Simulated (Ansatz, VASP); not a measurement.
**Be3As2: VASP beside Ansatz**

INCAR

```
ALGO = Fast
EDIFF = 1E-6
EDIFFG = -0.04
ENCUT = 600
GGA = PE
IBRION = 2
ISIF = 3
ISMEAR = 0
LASPH = True
LCHARG = False
LREAL = False
LWAVE = False
NELM = 80
NSW = 90
PREC = Accurate
SIGMA = 0.1
```

File KPOINTS:

```
k-points
0
Gamma
  6 6 4
```

File POSCAR:

```
Be3As2
1.0
    3.6391609245      0.0000000000      0.0000000000
   -1.8195804623      3.1516058091      0.0000000000
    0.0000000000      0.0000000000      6.0042922589
Be As
3 2
Direct
    0.6666666667      0.3333333333      0.8860081926
    0.0000000000      0.0000000000      0.5000000000
    0.3333333333      0.6666666667      0.1139918074
    0.3333333333      0.6666666667      0.7333219760
    0.6666666667      0.3333333333      0.2666780240
```

Input for Ansatz:

```yaml
crystal:
  lattice:
    - [3.6391609245, 0.0, 0.0]
    - [-1.8195804623, 3.1516058091, 0.0]
    - [0.0, 0.0, 6.0042922589]
  atoms:
    - { symbol: Be, position: [0.6666666667, 0.3333333333, 0.8860081926] }
    - { symbol: Be, position: [0.0, 0.0, 0.5] }
    - { symbol: Be, position: [0.3333333333, 0.6666666667, 0.1139918074] }
    - { symbol: As, position: [0.3333333333, 0.6666666667, 0.733321976] }
    - { symbol: As, position: [0.6666666667, 0.3333333333, 0.266678024] }
basis:
  ecutwfc: 420
kpoints:
  mp_grid: { grid: [6, 6, 4] }
hamiltonian:
  xc: pbe
scf:
  occupations: { method: gaussian, width: 0.1 }
  lower_state_search: "off"
output:
  forces: true
  stress: true
  eigenvalues: true
relax:
  adjacent_minimum: "off"
  f_tol: 0.04
  max_steps: 70
  cell: { stress_tol: 0.4 }
```

Change from the starting cell: ordered vacancies on the anion sites of rock salt (P-3m1, No. 164).

Alike in both runs: task relaxation of cell and atoms; functional PBE; k mesh 6 × 6 × 4; occupations gaussian, width 0.1 eV; no spin polarisation.

|  | VASP | Ansatz |
| --- | --- | --- |
| version | VASP 6.6.1 | Ansatz 0.2.0 |
| potentials or method | VASP PAW PBE potentials, release 64 (Be, As) | scalar-relativistic, plane waves, PAW |
| plane-wave cutoff (eV) | 600 | 420 |
| valence electrons in the cell | 16 | 36 |

VASP gave:

* gap on the k mesh at the Fermi level, each at its own relaxed structure (eV): none
* relaxed volume (Å³/atom): 13.84
* relaxed cell length with the largest relative difference (Å): 6.001

**Question.** Estimate Ansatz's values.

**Answer.** gap on the k mesh at the Fermi level, each at its own relaxed structure (eV): none; relaxed volume (Å³/atom): 13.77; relaxed cell length with the largest relative difference (Å): 5.988.

A gap of «none» marks a metal or a gap that the smearing closes. The two sets of potentials don't hold the same shells in valence.
